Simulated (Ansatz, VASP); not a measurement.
# Cross-check of ScOs2 between VASP and Ansatz

Aim: how closely do two programs agree when they are given the same cell, functional and k mesh? The cell is taken from a series of runs on this material, whose earlier steps may have relaxed, scaled, displaced or heated it; both programs get it as it stands.

Main program and level: Ansatz 0.2.0; plane waves, with VASP 6.6.1 beside it; relaxation of cell and atoms at PBEsol.

**1. The starting structure**

Symmetry: P6_3/mmc, No. 194, hexagonal system. Conventional cell: a = 5.163 Å, b = 5.163 Å, c = 8.458 Å, α = 90.00°, β = 90.00°, γ = 120.00°. Nearest to Sc lie 12 Os at 3.01 to 3.04 Å and 4 Sc at 3.10 to 3.19 Å. Os has 6 Os at 2.48 to 2.68 Å and 6 Sc at 3.01 to 3.04 Å nearest. Nearest to Os lie 6 Os at 2.62 Å and 6 Sc at 3.03 Å. Farther neighbours are not listed.

**2. Ansatz: relaxation of cell and atoms, PBEsol**

Ansatz runs on its PAW soft_1 files.

The relaxed volume is the usual yardstick between codes: in a stiff, nearly cubic crystal its relative difference is about their pressure difference at one cell divided by the bulk modulus.

Contents of input.yaml:

```yaml
crystal:
  lattice:
    - [5.1630384813, 0.0, 0.0]
    - [-2.5815192407, 4.4713224856, 0.0]
    - [0.0, 0.0, 8.4579156006]
  atoms:
    - { symbol: Sc, position: [0.3333333333, 0.6666666667, 0.4330853763] }
    - { symbol: Sc, position: [0.6666666667, 0.3333333333, 0.5669146237] }
    - { symbol: Sc, position: [0.6666666667, 0.3333333333, 0.9330853763] }
    - { symbol: Sc, position: [0.3333333333, 0.6666666667, 0.0669146237] }
    - { symbol: Os, position: [0.1731984207, 0.3463968414, 0.75] }
    - { symbol: Os, position: [0.1731984207, 0.8268015793, 0.75] }
    - { symbol: Os, position: [0.3463968414, 0.1731984207, 0.25] }
    - { symbol: Os, position: [0.8268015793, 0.6536031586, 0.25] }
    - { symbol: Os, position: [0.6536031586, 0.8268015793, 0.75] }
    - { symbol: Os, position: [0.0, 0.0, 0.0] }
    - { symbol: Os, position: [0.8268015793, 0.1731984207, 0.25] }
    - { symbol: Os, position: [0.0, 0.0, 0.5] }
kpoints:
  mp_grid: { grid: [12, 12, 6] }
hamiltonian:
  xc: pbesol
  pseudopotentials: { kind: paw, azcp: { folder: soft_1 }, xc_functional: pbe }
scf:
  occupations: { method: fermi_dirac, width: 0.15 }
output:
  forces: true
  stress: true
  eigenvalues: true
relax:
  adjacent_minimum: "off"
  f_tol: 0.001
  max_steps: 60
  cell: { stress_tol: 0.01 }
```

On the command line:

```sh
ansatz run input.yaml --threads 4 --pin off --max-ram 8192MiB --backend cpu --events-out ev --progress --plain --runs-dir out
```

Numbers of over 12 decimals in the logs are rounded to 6 here.

The program printed:

```text
band count auto-derived: 107 (N_el = 172.0; filled up to band 86; 104 by the electrons, moments and atoms)
Engine: ansatz 0.2.0, aarch64-unknown-linux-gnu
Pseudopotentials: kind: paw
Pseudopotential: Sc, paw, valence charge 11, recommended cutoff 420 eV (normal), soft_1/Sc.paw.azcp
Pseudopotential: Os, paw, valence charge 16, recommended cutoff 420 eV (normal), soft_1/Os.paw.azcp
Functional definition: PBEsol
  exchange = pbesol_x
  correlation = pbesol_c
Crystal: 12 atoms, lattice volume = 195.256 Å³
Basis set: ecut = 420 eV, 3803 PW (Γ), exchange–correlation on 72×72×120 points (8 copies of the dense FFT grid, shifted against one another)
Bands: 107, of which v1, the nominal top of the filled ones, is band 86 counted from 1 (85 counted from 0)
Symmetry: 24 space group operations
Space group: P63/mmc (ITA 194), of the structure as read, at distance tolerance 5.8e-5 Å
k-points: 76 of 864
Non-local potential: Sc, projectors of the file, l = 0: 3, l = 1: 2, l = 2: 3, l = 3: 1
Non-local potential: Os, projectors of the file, l = 0: 3, l = 1: 2, l = 2: 2, l = 3: 1
PAW form: soft (Blöchl's): semilocal exchange-correlation on the pseudo side does not see the compensation charge
PAW frozen core: Sc, regenerated for the run's functional, and the local potential with it (the file was generated under x = pbe(κ = 0.804, μ = 0.219515), c = pbe(β = 0.066725))
PAW frozen core: Os, regenerated for the run's functional, and the local potential with it (the file was generated under x = pbe(κ = 0.804, μ = 0.219515), c = pbe(β = 0.066725))
PAW one-centre angular grid: Sc, 590 points (default); XC on 64 Gauss nodes
PAW one-centre angular grid: Os, 590 points (default); XC on 64 Gauss nodes
Initial density: superposition of atomic densities (chi_scale 0.1, normalization cell, long waves kept (reshape's long-wave potential 0.00 eV rms))
Initial wavefunctions: pseudopotential atomic-orbital guess
Functional: x = pbesol(κ = 0.804, μ = 0.123457), c = pbesol(β = 0.046)
SCF iter   1: F=—  HF=-98480.130051 eV  |F-HF|=—  |Δ(HF+E_count)|=         —  Δρ=1.53e-1  dr2=1.08e2  ethr=3.10e-3  ⟨swp⟩=4.1  Hψ=24732  notcnv=0
preconditioner: auto → Kerker (q_TF=auto, 2.671 Å⁻¹)  [metal: Δε(μ)=0.002 eV  Ē_g=4.841 eV  σ=0.150 eV  W_gap=0.00  n_scr=66 (ndim 8)  ℏωp=23.2 eV  f_vac=0.000  D(μ)=14.61/eV (n_scr^D=146)]
SCF iter   2: F=—  HF=-98471.765341 eV  |F-HF|=—  |Δ(HF+E_count)|=    8.36e0  Δρ=7.67e-2  dr2=2.80e1  ethr=3.10e-3  ⟨swp⟩=2.3  Hψ=13765  notcnv=0
SCF iter   3: F=—  HF=-98468.892693 eV  |F-HF|=—  |Δ(HF+E_count)|=    2.87e0  Δρ=1.38e-2  dr2=7.76e-1  ethr=3.10e-3  ⟨swp⟩=3.5  Hψ=22440  notcnv=0
SCF iter   4: F=—  HF=-98468.751902 eV  |F-HF|=—  |Δ(HF+E_count)|=   1.41e-1  Δρ=2.83e-3  dr2=1.72e-2  ethr=4.51e-4  ⟨swp⟩=3.1  Hψ=14346  notcnv=0
[...]
k-point 1: bands = [... 82 lower, 19.2466, 19.2466, 19.3745, 19.4769, 19.4769, 19.5147, 19.7560, 19.7560, ... 17 higher]
  k-point 2: bands = [... 82 lower, 19.2679, 19.2679, 19.4034, 19.4844, 19.6640, 19.6640, 19.6720, 19.6720, ... 17 higher]
  k-point 75: bands = [... 82 lower, 18.1012, 18.1012, 18.5012, 18.5012, 18.9985, 18.9985, 19.4797, 19.4797, ... 17 higher]
--- Relaxed structure (5 steps of the walk, 5 accepted, 1 SCFs on fresh bases) ---
  F+E_penalty+E_count = -98468.75264031 eV   max|allowed force component| = 3.820e-4 eV/Å   (the final SCF, on the basis selected at the relaxed cell)
  cell:  # Å, volume = 195.5565 Å³
    - [5.161636, 2.885974736172641e-11, -1.730312279088973e-19]
    - [-2.580818, 4.470108, 0]
    - [-2.8345392489510357e-19, 0, 8.475532]
  atoms:
    - { symbol: Sc, position: [0.333333, 0.666667, 0.433222] }
    - { symbol: Sc, position: [0.666667, 0.333333, 0.566778] }
    - { symbol: Sc, position: [0.666667, 0.333333, 0.933222] }
    - { symbol: Sc, position: [0.333333, 0.666667, 0.066778] }
    - { symbol: Os, position: [0.172763, 0.345525, 0.750000] }
    - { symbol: Os, position: [0.172763, 0.827237, 0.750000] }
    - { symbol: Os, position: [0.345525, 0.172763, 0.250000] }
    - { symbol: Os, position: [0.827237, 0.654475, 0.250000] }
    - { symbol: Os, position: [0.654475, 0.827237, 0.750000] }
    - { symbol: Os, position: [0, 0, 0] }
    - { symbol: Os, position: [0.827237, 0.172763, 0.250000] }
    - { symbol: Os, position: [0, 0, 0.500000] }
```

In the SCF lines HF is the Harris–Foulkes energy and dr2 the Hartree energy of the density residual, in eV; the loop may stop once dr2 is under the threshold and the program's other checks hold. Hψ counts applications of the Hamiltonian.

**3. VASP: relaxation of cell and atoms, PBEsol**

The same cell, functional, mesh and smearing now go to VASP, with its own data sets.

Lines of VASP's logs that name or quote its potential files are left out, and so is its time.

Contents of INCAR:

```
SYSTEM = ScOs2
PREC = Accurate
ENCUT = 600
EDIFF = 1E-07
NELM = 120
ISMEAR = -1
SIGMA = 0.15
LREAL = .FALSE.
ALGO = Normal
GGA = PS
NBANDS = 66
LASPH = .TRUE.
LORBIT = 11
LWAVE = .FALSE.
LCHARG = .FALSE.
ISIF = 3
IBRION = 2
NSW = 80
EDIFFG = -0.005
GGA_COMPAT = .FALSE.
NELMIN = 4
KPAR = 2
```

Contents of POSCAR:

```
ScOs2
1.0
    5.1630380000      0.0000000000      0.0000000000
   -2.5815190000      4.4713220000      0.0000000000
    0.0000000000      0.0000000000      8.4579160000
Sc Os
4 8
Direct
    0.3333334079      0.6666668158      0.4330854078
    0.6666667039      0.3333334079      0.5669145922
    0.6666667039      0.3333334079      0.9330852896
    0.3333334079      0.6666668158      0.0669145922
    0.1731984411      0.3463968822      0.7500000000
    0.1731984025      0.8268015589      0.7500000000
    0.3463968436      0.1731984411      0.2500000000
    0.8268015589      0.6536031178      0.2500000000
    0.6536031564      0.8268015589      0.7500000000
    0.0000000000      0.0000000000      0.0000000000
    0.8268015975      0.1731984411      0.2500000000
    0.0000000000      0.0000000000      0.5000000000
```

Contents of KPOINTS:

```
Automatic mesh
0
Gamma
12 12 6
0 0 0
```

PAW data sets: Sc_sv and Os (PBE family, release 64).

On the command line:

```sh
mpirun -np 2 vasp_std
```

The program printed:

```text
[banner, memory and clock lines left out]
running    2 mpi-ranks, on    1 nodes
 distrk:  each k-point on    1 cores,    2 groups
 distr:  one band on    1 cores,    1 groups

 POSCAR found type information on POSCAR ScOs
 POSCAR found :  2 types and      12 ions
|                                                                             |
|               ----> ADVICE to this user running VASP <----                  |
|                                                                             |
|     You enforced a specific xc type in the INCAR file but a different       |
|     [... a line on the potential file left out ...]
|     I HOPE YOU KNOW WHAT YOU ARE DOING!                                     |
|                                                                             |

 LDA part: xc-table for (Slater+PW92), standard interpolation
 POSCAR, INCAR and KPOINTS ok, starting setup
 FFT: planning ... GRIDC
 FFT: planning ... GRID_SOFT
 FFT: planning ... GRID
 WAVECAR not read
 entering main loop
       N       E                     dE             d eps       ncg     rms          rms(c)
DAV:   1     0.172588789532E+04    0.17259E+04   -0.51372E+04 10152   0.191E+03
DAV:   2     0.133064069893E+03   -0.15928E+04   -0.15624E+04 10712   0.646E+02
DAV:   3    -0.106823179586E+03   -0.23989E+03   -0.22634E+03 16390   0.247E+02
DAV:   4    -0.136131243373E+03   -0.29308E+02   -0.27430E+02 16880   0.952E+01
DAV:   5    -0.138301894359E+03   -0.21707E+01   -0.20309E+01 17336   0.258E+01    0.432E+01
DAV:   6    -0.131008836210E+03    0.72931E+01   -0.12452E+01 15360   0.219E+01    0.198E+01
DAV:   7    -0.129208969109E+03    0.17999E+01   -0.69102E+00 15784   0.159E+01    0.263E+00
DAV:   8    -0.129186288986E+03    0.22680E-01   -0.81829E-01 16984   0.601E+00    0.123E+00
DAV:   9    -0.129136607022E+03    0.49682E-01   -0.19100E-01 17560   0.204E+00    0.416E-01
DAV:  10    -0.129135745591E+03    0.86143E-03   -0.19785E-02 16904   0.802E-01    0.296E-01
DAV:  11    -0.129135350213E+03    0.39538E-03   -0.24525E-03 16960   0.286E-01    0.126E-01
DAV:  12    -0.129135265831E+03    0.84382E-04   -0.11788E-03 16800   0.182E-01    0.369E-02
DAV:  13    -0.129135267006E+03   -0.11752E-05   -0.70439E-05 16352   0.547E-02    0.333E-02
DAV:  14    -0.129135266407E+03    0.59884E-06   -0.20800E-05 16952   0.219E-02    0.142E-02
DAV:  15    -0.129135265059E+03    0.13475E-05   -0.64050E-06 15160   0.116E-02    0.378E-03
DAV:  16    -0.129135264951E+03    0.10865E-06   -0.45097E-07  9192   0.449E-03    0.303E-03
DAV:  17    -0.129135264719E+03    0.23157E-06   -0.25402E-07  7352   0.269E-03    0.134E-03
DAV:  18    -0.129135264702E+03    0.16962E-07   -0.24580E-07  7488   0.274E-03
   1 F= -.12913526E+03 E0= -.12873873E+03  d E =-.129135E+03
[...]
2 F= -.12912924E+03 E0= -.12872597E+03  d E =0.602777E-02
[...]
3 F= -.12913660E+03 E0= -.12873805E+03  d E =-.133209E-02
[...]
4 F= -.12913685E+03 E0= -.12873795E+03  d E =-.255345E-03
[...]
5 F= -.12913686E+03 E0= -.12873799E+03  d E =-.258496E-03
 curvature:  -0.41 expect dE=-0.950E-04 dE for cont linesearch -0.247E-07
 trial: gam= 0.36277 g(F)=  0.705E-04 g(S)=  0.159E-03 ort =-0.651E-05 (trialstep = 0.842E+00)
 search vector abs. value=  0.318E-03
 bond charge predicted
       N       E                     dE             d eps       ncg     rms          rms(c)
DAV:   1    -0.129137228818E+03   -0.37348E-03   -0.39681E-02 10744   0.158E+00    0.122E-01
DAV:   2    -0.129137079878E+03    0.14894E-03   -0.21028E-03 13368   0.375E-01    0.956E-02
DAV:   3    -0.129137004791E+03    0.75087E-04   -0.34840E-04 17744   0.128E-01    0.479E-02
DAV:   4    -0.129136956182E+03    0.48609E-04   -0.25991E-04 17012   0.101E-01    0.345E-02
DAV:   5    -0.129136941283E+03    0.14899E-04   -0.70238E-05 17112   0.548E-02    0.704E-03
DAV:   6    -0.129136941346E+03   -0.62535E-07   -0.10796E-05 16352   0.180E-02    0.458E-03
DAV:   7    -0.129136940980E+03    0.36584E-06   -0.10997E-06 14600   0.726E-03    0.209E-03
DAV:   8    -0.129136940958E+03    0.21866E-07   -0.82589E-08  6834   0.279E-03
   6 F= -.12913694E+03 E0= -.12873837E+03  d E =-.856682E-04
 trial-energy change:   -0.000086  1 .order   -0.000086   -0.000191    0.000020
 step:   0.7624(harm=  0.7624)  dis= 0.00036  next Energy=  -129.136942 (dE=-0.866E-04)
 reached required accuracy - stopping structural energy minimisation
```

(Continued in part 2 of 2.)

[Lines on the potential files, build, host, timing and source positions are cut from VASP's logs without a mark.]

[Logs are printed without paths, hosts, clocks, repeated set-up lines and the standing remarks that a program may print on its own settings, such as how far it seeks lower states.]

[Hosts, paths, dates, database ids (printed as entryN), source tags and the programs' standing remarks are cut or masked in the printed files.]
